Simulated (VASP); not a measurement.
VASP runs on RuS₂ (space group Pa-3) share one base input (PBE GGA, plane waves, VASP's PBE PAW potentials (set 64)) and change the settings named in each case.

KPOINTS:
```
Automatic
0
gamma
3 3 3
```

### INCAR
```
# general
SYSTEM =RuS2
PREC   =Accurate
ENCUT  =300
LREAL  =F
LASPH  =T

# electronic loop
EDIFF  =1E-6
NELM   =100
ALGO   =Normal
LMAXMIX=4

# smearing
ISMEAR =0
SIGMA  =0.05

# functional
GGA    =PE

# ions
ISIF   =2

# output
LWAVE  =F
LCHARG =F
```

**POSCAR**
```
RuS2
1
    5.5455880000     0.0000000000     0.0000000000
    0.0000000000     5.5455880000     0.0000000000
    0.0000000000     0.0000000000     5.5455880000
Ru S
4 8
Direct
  0.0000000000   0.5000000000   0.5000000000
  0.5000000000   0.5000000000   0.0000000000
  0.5000000000   0.0000000000   0.5000000000
  0.0000000000   0.0000000000   0.0000000000
  0.3882000000   0.1118000000   0.8882000000
  0.6118000000   0.8882000000   0.1118000000
  0.1118000000   0.8882000000   0.3882000000
  0.8882000000   0.1118000000   0.6118000000
  0.8882000000   0.3882000000   0.1118000000
  0.1118000000   0.6118000000   0.8882000000
  0.6118000000   0.6118000000   0.6118000000
  0.3882000000   0.3882000000   0.3882000000
```

POTCAR, in this order: Ru_pv S (PBE.64 set). Program: vasp_std.

| change | E(σ→0) (eV/atom) | pressure (GPa) | largest force (eV/Å) |
|---|---|---|---|
| base run | -6.3546 | 9.92 | 0.216 |
| ENCUT = 120 | 1.9505 | -675.10 | 0.069 |
| KPOINTS 6×6×6 Γ-centred mesh | -6.3532 | 9.95 | 0.222 |
| KPOINTS 1×1×1 Γ-centred mesh shifted by (0.5, 0.5, 0.5) | -6.2019 | 8.49 | 5.489 |
| LDAU = .TRUE., LDAUJ = 0 0, LDAUL = 2 -1, LDAUTYPE = 2, LDAUU = 6.0 0 | -4.2920 | 14.69 | 0.602 |
 Energies of different potentials or functionals have different zeros.

Left out are runs that ran out of time, are held back, or changed the cell or the kind of run, fixed moments of cells without a moment, rows past the twelfth, gaps on odd meshes, pressures of charged cells and columns that move by less than the noise.

The structure comes from a computed database's RuS2 entry; how it stands against other phases isn't given here. The cell was not relaxed at this level, forces remain on its atoms, its lattice was scaled by up to 2.5 %.
